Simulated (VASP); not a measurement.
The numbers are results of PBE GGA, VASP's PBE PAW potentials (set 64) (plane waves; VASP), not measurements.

Input for VASP

File POSCAR:
```
PtS2
1
    1.8054000000    -3.1270450000     0.0000000000
    1.8054000000     3.1270450000     0.0000000000
    0.0000000000     0.0000000000     5.1408000000
Pt S
1 2
Direct
  0.0000000000   0.0000000000   0.0000000000
  0.3333330000   0.6666670000   0.2300000000
  0.6666670000   0.3333330000   0.7700000000
```

KPOINTS:
```
Automatic mesh
0
Gamma
5 5 4
0 0 0
```

### INCAR
```
ALGO = Normal
EDIFF = 1E-6
ENCUT = 400
GGA = PE
ISIF = 2
ISMEAR = 0
LASPH = .True.
LCHARG = .False.
LMAXMIX = 6
LREAL = .False.
LWAVE = .False.
NELM = 100
PREC = Accurate
SIGMA = 0.05
SYSTEM = PtS2
```

POTCAR, in this order: Pt S (PBE.64 set). Program: vasp_std.

Output

File OSZICAR:
```
       N       E                     dE             d eps       ncg     rms          rms(c)
DAV:   1     0.980415613656E+02    0.98042E+02   -0.90278E+03   526   0.104E+03
DAV:   2    -0.123249008469E+02   -0.11037E+03   -0.10772E+03   664   0.221E+02
DAV:   3    -0.167306061198E+02   -0.44057E+01   -0.43865E+01   629   0.490E+01
DAV:   4    -0.167831511336E+02   -0.52545E-01   -0.52528E-01   685   0.575E+00
DAV:   5    -0.167841572151E+02   -0.10061E-02   -0.10061E-02   664   0.759E-01    0.178E+01
DAV:   6    -0.156902135394E+02    0.10939E+01   -0.82037E+00   510   0.293E+01    0.120E+01
DAV:   7    -0.154342176798E+02    0.25600E+00   -0.14539E+00   517   0.132E+01    0.571E+00
DAV:   8    -0.154199616929E+02    0.14256E-01   -0.10382E-01   587   0.228E+00    0.133E+00
DAV:   9    -0.154142973507E+02    0.56643E-02   -0.15885E-02   573   0.143E+00    0.280E-01
DAV:  10    -0.154145342856E+02   -0.23693E-03   -0.23195E-03   601   0.345E-01    0.754E-02
DAV:  11    -0.154145872346E+02   -0.52949E-04   -0.72759E-05   688   0.779E-02    0.443E-02
DAV:  12    -0.154145928170E+02   -0.55823E-05   -0.13987E-05   601   0.343E-02    0.123E-02
DAV:  13    -0.154145941648E+02   -0.13478E-05   -0.22865E-06   624   0.110E-02    0.377E-03
DAV:  14    -0.154145944006E+02   -0.23582E-06   -0.34477E-07   388   0.507E-03
   1 F= -.15414594E+02 E0= -.15414594E+02  d E =-.671479E-11
```

OUTCAR:
```
------------------------ aborting loop because EDIFF is reached ----------------------------------------
  FORCE on cell =-STRESS in cart. coord.  units (eV):
  Direction    XX          YY          ZZ          XY          YZ          ZX
  --------------------------------------------------------------------------------------
  Total        0.1744702      0.1744703      0.8580796     -0.0000000      0.0000000      0.0000000
  in kB        4.8157470      4.8157485     23.6848085     -0.0000000      0.0000000      0.0000000
  external PRESSURE =      11.1054347 kB  Pullay stress =       0.0000000 kB
  volume of cell :       58.05
      direct lattice vectors                 reciprocal lattice vectors
     1.805400000 -3.127045000  0.000000000     0.276946937 -0.159895364  0.000000000
     1.805400000  3.127045000  0.000000000     0.276946937  0.159895364  0.000000000
     0.000000000  0.000000000  5.140800000     0.000000000  0.000000000  0.194522253
 POSITION                                       TOTAL-FORCE (eV/Angst)
 -----------------------------------------------------------------------------------
      0.00000      0.00000      0.00000        -0.000000     -0.000000      0.000000
      1.80540      1.04235      1.18238        -0.000000      0.000000      0.208661
      1.80540     -1.04235      3.95842         0.000000     -0.000000     -0.208661
 -----------------------------------------------------------------------------------
    total drift:                               -0.000000     -0.000000      0.000000
  FREE ENERGIE OF THE ION-ELECTRON SYSTEM (eV)
  ---------------------------------------------------
  free  energy   TOTEN  =       -15.4145944006 eV

  energy  without entropy=      -15.4145944006  energy(sigma->0) =      -15.41459440
```
(Selected blocks of OUTCAR.)

The compound is PtS2 in the 1T layered structure. The cell was not relaxed at this level.
